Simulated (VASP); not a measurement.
Given:

```
ZrS2
1.0
    1.83597    -3.22060     0.00000
    1.83597     3.22060     0.00000
    0.00000     0.00000     5.95758
Zr S
1 2
Direct
  0.00000   0.00000   0.00000
  0.33333   0.66667   0.25000
  0.67998   0.34664   0.75000
```

Method: PBEsol GGA, VASP's PBE PAW potentials (set 64) (plane waves; VASP). Numerical set-up: 400 eV cut-off, 6×6×4 Γ-centred mesh, Gaussian smearing of 0.050 eV, potentials Zr_sv S.

### Question
What does the run give for the energy per atom (σ→0), pressure, largest force?

### Answer

```yaml
energy per atom (σ→0): -7491 meV/atom
pressure: -51.4 kbar
largest_force: 0.717 eV/Å
```

The compound is ZrS2 in the 1T layered structure. The cell was not relaxed at this level, atoms are displaced from their ideal sites. The run is one of a series of settings (GGA = PS against the base run), some of them coarse on purpose.
